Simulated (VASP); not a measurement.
Level of theory: PBE GGA with D3 dispersion (Becke-Johnson damping), VASP's PBE PAW potentials (set 64) (plane waves; VASP).

The input files of a VASP run:

**KPOINTS**
```
Automatic mesh
0
gamma
  12 12 12
```

INCAR:
```
ALGO = Normal
EDIFF = 1E-6
EDIFFG = -0.02
ENCUT = 520
GGA = PE
IBRION = 2
ISIF = 3
ISMEAR = 1
IVDW = 12
LASPH = .TRUE.
LCHARG = .FALSE.
LMAXMIX = 6
LREAL = .FALSE.
LWAVE = .FALSE.
NELM = 100
NSW = 60
PREC = Accurate
SIGMA = 0.1
SYSTEM = WSi2
```

### POSCAR
```
WSi2
1
   -1.5971751484     1.5971751484     3.8994220750
    1.5971751484    -1.5971751484     3.8994220750
    1.5971751484     1.5971751484    -3.8994220750
Si W
2 1
Direct
  0.6657814068   0.6657814068   1.0000000000
  0.3342185932   0.3342185932   1.0000000000
  0.0000000000   0.0000000000   0.0000000000
```

POTCAR, in this order: Si W_sv (PBE.64 set). Program: vasp_std.

What VASP printed:

### OUTCAR
```
 ion  position               nearest neighbor table
   1  0.666  0.666  0.000-   2 2.59   3 2.60   3 2.60   3 2.60   3 2.60   3 2.61   2 2.61   2 2.61
                             2 2.61   2 2.61
   2  0.334  0.334  0.000-   1 2.59   3 2.60   3 2.60   3 2.60   3 2.60   3 2.61   1 2.61   1 2.61
                             1 2.61   1 2.61
   3  0.000  0.000  0.000-   1 2.60   1 2.60   1 2.60   2 2.60   1 2.60   2 2.60   2 2.60   2 2.60
                             1 2.61   2 2.61
  LATTYP: Found a body centered tetragonal cell.
 ALAT       =     3.1943502968
 C/A-ratio  =     2.4414492543
 Subroutine PRICEL returns:
 Original cell was already a primitive cell.
 Subroutine GETGRP returns: Found 16 space group operations
The static configuration has the point symmetry D_4h.
The dynamic configuration has the point symmetry D_4h.
 Subroutine INISYM returns: Found 16 space group operations
 Subroutine IBZKPT returns following result:
 Found    163 irreducible k-points:

 Following reciprocal coordinates:
            Coordinates               Weight
  0.000000  0.000000  0.000000      1.000000
  0.083333 -0.000000  0.000000      8.000000
  0.166667  0.000000 -0.000000      8.000000
  0.250000  0.000000  0.000000      8.000000
  0.333333  0.000000  0.000000      8.000000
  0.416667  0.000000 -0.000000      8.000000
  0.500000  0.000000  0.000000      4.000000
  0.083333  0.083333  0.000000      8.000000
  0.166667  0.083333 -0.000000     16.000000
  0.250000  0.083333  0.000000     16.000000
  0.333333  0.083333  0.000000     16.000000
  0.416667  0.083333 -0.000000     16.000000
  0.500000  0.083333  0.000000     16.000000
 -0.416667  0.083333  0.000000     16.000000
 -0.333333  0.083333  0.000000     16.000000
 -0.250000  0.083333 -0.000000     16.000000
 -0.166667  0.083333  0.000000     16.000000
 -0.083333  0.083333  0.000000      4.000000
  0.166667  0.166667 -0.000000      8.000000
...
```

OSZICAR:
```
       N       E                     dE             d eps       ncg     rms          rms(c)
DAV:   1     0.128221917276E+03    0.12822E+03   -0.11225E+04  4898   0.149E+03
DAV:   2    -0.212985469134E+02   -0.14952E+03   -0.14777E+03  5534   0.362E+02
DAV:   3    -0.256058973052E+02   -0.43074E+01   -0.42340E+01  6585   0.528E+01
DAV:   4    -0.256355700533E+02   -0.29673E-01   -0.29666E-01  5527   0.519E+00
DAV:   5    -0.256359439263E+02   -0.37387E-03   -0.37386E-03  6640   0.578E-01    0.262E+01
DAV:   6    -0.248883385781E+02    0.74761E+00   -0.43109E+00  5870   0.157E+01    0.923E+00
DAV:   7    -0.248087595177E+02    0.79579E-01   -0.25354E-01  5520   0.307E+00    0.456E+00
DAV:   8    -0.247879619205E+02    0.20798E-01   -0.40604E-02  6262   0.181E+00    0.306E-01
DAV:   9    -0.247875600777E+02    0.40184E-03   -0.11339E-03  5884   0.285E-01    0.176E-01
DAV:  10    -0.247874900602E+02    0.70017E-04   -0.29193E-04  5961   0.173E-01    0.354E-02
DAV:  11    -0.247874847804E+02    0.52798E-05   -0.34784E-05  6269   0.492E-02    0.136E-02
DAV:  12    -0.247874847613E+02    0.19105E-07   -0.14873E-06  3943   0.895E-03
   1 F= -.26533177E+02 E0= -.26533226E+02  d E =-.265332E+02
       N       E                     dE             d eps       ncg     rms          rms(c)
DAV:   1    -0.247857390251E+02    0.17458E-02   -0.90033E-03  5436   0.108E+00    0.190E-01
DAV:   2    -0.247854835326E+02    0.25549E-03   -0.13051E-03  5884   0.323E-01    0.354E-02
DAV:   3    -0.247854527022E+02    0.30830E-04   -0.61540E-05  5716   0.592E-02    0.223E-02
DAV:   4    -0.247854445525E+02    0.81498E-05   -0.18619E-05  6199   0.401E-02    0.172E-02
DAV:   5    -0.247854450698E+02   -0.51731E-06   -0.17033E-06  3612   0.124E-02
   2 F= -.26533247E+02 E0= -.26533300E+02  d E =-.693932E-04
```

OUTCAR:
```
------------------------ aborting loop because EDIFF is reached ----------------------------------------
 Edisp (eV)   -1.74780
  FORCE on cell =-STRESS in cart. coord.  units (eV):
  Direction    XX          YY          ZZ          XY          YZ          ZX
  --------------------------------------------------------------------------------------
  Total       0.04525     0.04525     0.02822     0.00000     0.00000     0.00000
  in kB       1.82407     1.82407     1.13784     0.00000     0.00000     0.00000
  external pressure =        1.60 kB  Pullay stress =        0.00 kB
  volume of cell :       39.74
      direct lattice vectors                 reciprocal lattice vectors
    -1.596138603  1.596138603  3.899872822     0.000000000  0.313256004  0.128209309
     1.596138603 -1.596138603  3.899872822     0.313256004  0.000000000  0.128209309
     1.596138603  1.596138603 -3.899872822     0.313256004  0.313256004  0.000000000
 POSITION                                       TOTAL-FORCE (eV/Angst)
 -----------------------------------------------------------------------------------
      0.00000      0.00000      5.19477         0.000000      0.000000      0.001251
      1.59614      1.59614     -1.29489         0.000000      0.000000     -0.001251
      0.00000      0.00000      0.00000        -0.000000     -0.000000     -0.000000
 -----------------------------------------------------------------------------------
    total drift:                               -0.000000     -0.000000      0.000000
  FREE ENERGIE OF THE ION-ELECTRON SYSTEM (eV)
  ---------------------------------------------------
  free  energy   TOTEN  =       -26.5332465306 eV

  energy  without entropy=      -26.5334071305  energy(sigma->0) =      -26.53330006

 reached required accuracy - stopping structural energy minimisation
```
(Selected blocks of OUTCAR.)

CONTCAR:
```
WSi2
   1.00000000000000
    -1.5961386030174241    1.5961386030174241    3.8998728217311149
     1.5961386030174241   -1.5961386030174241    3.8998728217311149
     1.5961386030174241    1.5961386030174241   -3.8998728217311149
  Si              W
     2     1
Direct
     0.6660173065168630    0.6660173065168630    0.0000000000000000
     0.3339826934831370    0.3339826934831370    1.0000000000000000
     0.0000000000000000    0.0000000000000000    0.0000000000000000
```

The compound is WSi2 in the MoSi2 type structure. This run relaxes it. Symmetry was kept, so distortions that lower it aren't found. The start is the result of an earlier pass.
